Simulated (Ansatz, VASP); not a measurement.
**One calculation of InCo2N2, two programs**

```
In Co N
1.0
     2.72596   -1.58055    0.00000
     2.72596    1.58055    0.00000
    -1.95227    0.00000    7.54468
In Co N
1 2 2
Direct
  0.50000 0.50000 0.50000
  0.37266 0.37266 0.10811
  0.62734 0.62734 0.89189
  0.27738 0.27738 0.84499
  0.72262 0.72262 0.15501
```

The cell comes from a database or a generator and needn't be the stable form of this composition.

Alike in both runs: task single point; functional PBE; k mesh 6 × 6 × 2; occupations gaussian, width 0.1 eV; collinear spin.

|  | VASP | Ansatz |
| --- | --- | --- |
| version | VASP 6.6.1 | Ansatz 0.2.0 |
| potentials or method | VASP PAW PBE potentials, release 64 (In_d, Co, N) | scalar-relativistic, plane waves, PAW |
| plane-wave cutoff (eV) | 520 | 420 |
| valence electrons in the cell | 41 | 57 |

|  | VASP | Ansatz | Ansatz less VASP |
| --- | --- | --- | --- |
| gap on the k mesh at the Fermi level (eV) | none | none | - |
| pressure (GPa) | -0.3 | -0.3 | -0.01 |
| largest component of the traceless stress (GPa) | 0.74 | 0.67 | -0.066 |
| rms of the force components (eV/Å) | 0.073 | 0.074 | +0.0008 |
| net moment per atom (μB) | 0.10 | 0.10 | +0.001 |
| size of the moment on the site where the two differ most (μB) | 0.21 | 0.20 | -0.008 |

Site moments also hang on the region over which each program counts them. Atom by atom the forces differ by 0.012 eV/Å (rms over components). A gap of «none» marks a metal or a gap that the smearing closes. The two sets of potentials don't hold the same shells in valence. Ansatz warned: «seeded_moment_not_kept».

Caveats: the k mesh is coarse (spacing up to 0.42 Å⁻¹), so the values aren't converged. With open d or f shells a metallic result of PBE can be an artefact of self-interaction; +U or a hybrid may open a gap.
